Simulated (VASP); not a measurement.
Method: PBE GGA, VASP's PBE PAW potentials (set 64) (plane waves; VASP).

The input files of a VASP run:

File KPOINTS:
```
Automatic mesh
0
Gamma
 10 10 10
```

File POSCAR:
```
NbAl
1
    0.0000000000     2.9767654421     2.9767654421
    2.9767654421     0.0000000000     2.9767654421
    2.9767654421     2.9767654421     0.0000000000
Nb Al
1 1
Direct
  0.0000000000   0.0000000000   0.0000000000
  0.2500000000   0.2500000000   0.2500000000
```

INCAR:
```
SYSTEM = NbAl
PREC = Accurate; ENCUT = 400; LREAL = .FALSE.
LASPH = .TRUE.
EDIFF = 1E-6; NELM = 100; ALGO = Normal
LMAXMIX = 4
ISMEAR = 1; SIGMA = 0.1
GGA = PE
IBRION = 2; NSW = 60; ISIF = 3
EDIFFG = -0.01
LWAVE = .FALSE.; LCHARG = .FALSE.
```

POTCAR, in this order: Nb_sv Al (PBE.64 set). Program: vasp_std.

Output

OSZICAR:
```
       N       E                     dE             d eps       ncg     rms          rms(c)
DAV:   1     0.821602271327E+02    0.82160E+02   -0.70010E+03  1200   0.993E+02
DAV:   2    -0.579132721329E+01   -0.87952E+02   -0.84774E+02  1420   0.307E+02
DAV:   3    -0.110623016882E+02   -0.52710E+01   -0.49357E+01  1868   0.543E+01
DAV:   4    -0.112988041539E+02   -0.23650E+00   -0.23260E+00  1524   0.125E+01
DAV:   5    -0.113153005157E+02   -0.16496E-01   -0.16475E-01  1872   0.290E+00    0.611E+00
DAV:   6    -0.104107092546E+02    0.90459E+00   -0.52621E+00  1796   0.172E+01    0.194E+00
DAV:   7    -0.103946267795E+02    0.16082E-01   -0.22932E-01  1784   0.460E+00    0.118E+00
DAV:   8    -0.104008960645E+02   -0.62693E-02   -0.13399E-02  1472   0.117E+00    0.104E-01
DAV:   9    -0.104011924138E+02   -0.29635E-03   -0.17279E-03  1900   0.280E-01    0.847E-02
DAV:  10    -0.104011808568E+02    0.11557E-04   -0.57080E-05  1644   0.704E-02    0.427E-02
DAV:  11    -0.104011757954E+02    0.50614E-05   -0.20819E-05  1808   0.457E-02    0.922E-03
DAV:  12    -0.104011757253E+02    0.70148E-07   -0.20070E-06  1412   0.886E-03
   1 F= -.10401176E+02 E0= -.10400915E+02  d E =-.104012E+02
       N       E                     dE             d eps       ncg     rms          rms(c)
DAV:   1    -0.104048422376E+02   -0.36664E-02   -0.83196E-02  1368   0.404E+00    0.390E-01
DAV:   2    -0.104015626947E+02    0.32795E-02   -0.17046E-02  1736   0.146E+00    0.149E-01
DAV:   3    -0.104012446399E+02    0.31805E-03   -0.62357E-04  1648   0.182E-01    0.575E-02
DAV:   4    -0.104012303271E+02    0.14313E-04   -0.40393E-04  1860   0.149E-01    0.338E-02
DAV:   5    -0.104012544552E+02   -0.24128E-04   -0.27564E-05  1336   0.508E-02    0.218E-02
DAV:   6    -0.104012854434E+02   -0.30988E-04   -0.60759E-05  2160   0.562E-02    0.323E-03
DAV:   7    -0.104012860575E+02   -0.61408E-06   -0.16456E-06  1032   0.112E-02
   2 F= -.10401286E+02 E0= -.10401056E+02  d E =-.110332E-03
```

**OUTCAR**
```
------------------------ aborting loop because EDIFF is reached ----------------------------------------
  FORCE on cell =-STRESS in cart. coord.  units (eV):
  Direction    XX          YY          ZZ          XY          YZ          ZX
  --------------------------------------------------------------------------------------
  Total        0.0077525      0.0077525      0.0077525      0.0000000     -0.0000000      0.0000000
  in kB        0.2364414      0.2364414      0.2364414      0.0000000     -0.0000000      0.0000000
  external PRESSURE =       0.2364414 kB  Pullay stress =       0.0000000 kB
  volume of cell :       52.53
      direct lattice vectors                 reciprocal lattice vectors
     0.000000000  2.972572535  2.972572535    -0.168204474  0.168204474  0.168204474
     2.972572535  0.000000000  2.972572535     0.168204474 -0.168204474  0.168204474
     2.972572535  2.972572535  0.000000000     0.168204474  0.168204474 -0.168204474
 POSITION                                       TOTAL-FORCE (eV/Angst)
 -----------------------------------------------------------------------------------
      0.00000      2.97257      2.97257         0.000000      0.000000     -0.000000
      1.48629      1.48629      1.48629        -0.000000     -0.000000      0.000000
 -----------------------------------------------------------------------------------
    total drift:                                0.000001      0.000001      0.000001
  FREE ENERGIE OF THE ION-ELECTRON SYSTEM (eV)
  ---------------------------------------------------
  free  energy   TOTEN  =       -10.4012860575 eV

  energy  without entropy=      -10.4005949794  energy(sigma->0) =      -10.40105570

 reached required accuracy - stopping structural energy minimisation
```
(Selected blocks of OUTCAR.)

CONTCAR:
```
NbAl
   1.00000000000000
     0.0000000000000000    2.9725725345250300    2.9725725345250300
     2.9725725345250300    0.0000000000000000    2.9725725345250300
     2.9725725345250300    2.9725725345250300    0.0000000000000000
  Nb              Al
     1     1
Direct
     1.0000000000000000    0.0000000000000000    0.0000000000000000
     0.2500000000000000    0.2500000000000000    0.2500000000000000
```

The structure was generated: NbAl was put into the zinc blende type (F-43m), which need not be its known phase. This run relaxes it. Symmetry was kept, so distortions that lower it aren't found. The start is the result of an earlier pass.
